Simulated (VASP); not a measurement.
A convergence study with VASP on HfO2 (fluorite): one setting is varied, all else stays as given below, so the limit is that of these other settings. ε∞ is the independent-particle value.

```yaml
crystal:
  lattice:
    - [0.00000, 2.54000, 2.54000]
    - [2.54000, 0.00000, 2.54000]
    - [2.54000, 2.54000, 0.00000]
  atoms:
    - { symbol: Hf, position: [0.00000, 0.00000, 0.00000] }
    - { symbol: O, position: [0.25000, 0.25000, 0.25000] }
    - { symbol: O, position: [0.75000, 0.75000, 0.75000] }
```

These are LDA (Ceperley-Alder, Perdew-Zunger), VASP's LDA PAW potentials (set 64) (plane waves; VASP 6.6.1) values and carry that method's errors. The tightest run used: 700 eV cut-off, 6×6×6 Γ-centred mesh, Gaussian smearing of 0.050 eV, potentials Hf_pv O.

Task: The settings run are NBANDS = 12; NBANDS = 13; NBANDS = 15; NBANDS = 19; NBANDS = 27; NBANDS = 43; NBANDS = 75; NBANDS = 139. From which on does the mean ε∞ stay within 0.1  of the tightest run?

Result: From NBANDS = 27 on: it is off by 0.08 there and by no more than 0.1 in any finer run, while NBANDS = 19 is off by 0.43.
| setting | mean ε∞ | bands | difference judged () |
|---|---|---|---|
| NBANDS = 12 | 2.02 | 12 | 3.56 |
| NBANDS = 13 | 2.77 | 13 | 2.81 |
| NBANDS = 15 | 4.43 | 15 | 1.15 |
| NBANDS = 19 | 5.15 | 19 | 0.43 |
| NBANDS = 27 | 5.49 | 27 | 0.08 |
| NBANDS = 43 | 5.55 | 43 | 0.02 |
| NBANDS = 75 | 5.57 | 75 | 0.01 |
| NBANDS = 139 | 5.58 | 139 | 0.00 |

Left out are rungs that failed or repeat a setting and relaxations that didn't move; long series are thinned to 24 rows.

The compound is HfO2 in the fluorite structure, the high-temperature cubic form, which is unstable at 0 K; the monoclinic form is the stable one. The cell was not relaxed at this level.
